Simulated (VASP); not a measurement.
Here is a VASP 6.6.1 calculation.

Contents of INCAR:

```
SYSTEM = CsGeF3
PREC = Accurate
ENCUT = 520
EDIFF = 1E-6
ISMEAR = 0
SIGMA = 0.05
LREAL = .FALSE.
LASPH = .TRUE.
NELM = 100
ALGO = Normal
ISIF = 2
LWAVE = .FALSE.
LCHARG = .FALSE.
GGA = PE
NBANDS = 30
```

The input KPOINTS:

```
regular mesh
0
G
  4 4 4
  0 0 0
```

POSCAR

```
CsGeF3
1.0
    4.4381354615      0.0000000000      0.0000000000
    0.0000000000      4.4381354615      0.0000000000
    0.0000000000      0.0000000000      4.4381354615
Cs Ge F
1 1 3
Direct
    0.0000000000      0.0000000000      0.0000000000
    0.5000000000      0.5000000000      0.5000000000
    0.5000000000      0.5000000000      0.0000000000
    0.5000000000      0.0000000000      0.5000000000
    0.0000000000      0.5000000000      0.5000000000
```

Potentials or basis: VASP PAW PBE potentials, release 64 (Cs_sv, Ge_d, F).

Launch:

```bash
$ cat potpaw_PBE.64/Cs_sv/POTCAR potpaw_PBE.64/Ge_d/POTCAR potpaw_PBE.64/F/POTCAR > POTCAR
$ mpirun -np 1 vasp_std > vasp.out
```

(1) Estimate the pressure.

(2) What does it give for the band gap on the k mesh?

Answers

(1) 5.0 GPa.

(2) 1.64 eV, direct.

Caveat: spin-orbit coupling is left out, which moves the levels of the heavy elements.
